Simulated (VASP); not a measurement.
Here is the system:

```xyz
2
Lattice="3.1500 0.0000 0.0000 0.0000 3.1500 0.0000 0.0000 0.0000 3.1500" Properties=species:S:1:pos:R:3 pbc="T T T"
Zn     1.5750     1.5750     1.5750
Au     0.0000     0.0000     0.0000
```

These are revTPSS meta-GGA, VASP's PBE PAW potentials (set 64) (plane waves; VASP) values and carry that method's errors. Run with 520 eV cut-off, 10×10×10 Γ-centred mesh, first-order Methfessel-Paxton smearing of 0.10 eV, potentials Zn Au.

Energy and stress use the plane-wave basis of the starting cell.

Question: The ions, cell shape and volume are relaxed. Which structure does the run end with?

Answer: 
```xyz
2
Lattice="3.1184 0.0000 0.0000 0.0000 3.1184 0.0000 0.0000 0.0000 3.1184" Properties=species:S:1:pos:R:3 pbc="T T T"
Zn     1.5592     1.5592     1.5592
Au     0.0000     0.0000     0.0000
```
Space group Pm-3m (221), at a tolerance of 0.03 Å.

Question: How do energy and volume change from the first to the last step?

Answer: The energy (σ→0) changes by -6.5 meV/atom and the volume by -3.0 %, in 3 ionic steps.

| step | E(σ→0) (eV) | max force (eV/Å) | pressure (GPa) | volume (Å³) |
|---|---|---|---|---|
| 1 | 41.5503 | 0.000 | -4.25 | 31.26 |
| 2 | 41.5512 | 0.000 | 5.13 | 29.42 |
| 3 | 41.5372 | 0.000 | 0.05 | 30.32 |

The compound is AuZn in the CsCl type structure. This run relaxes it. Symmetry was kept, so distortions that lower it aren't found. The electron count is odd and the run is not spin-polarised, which forces a metal.
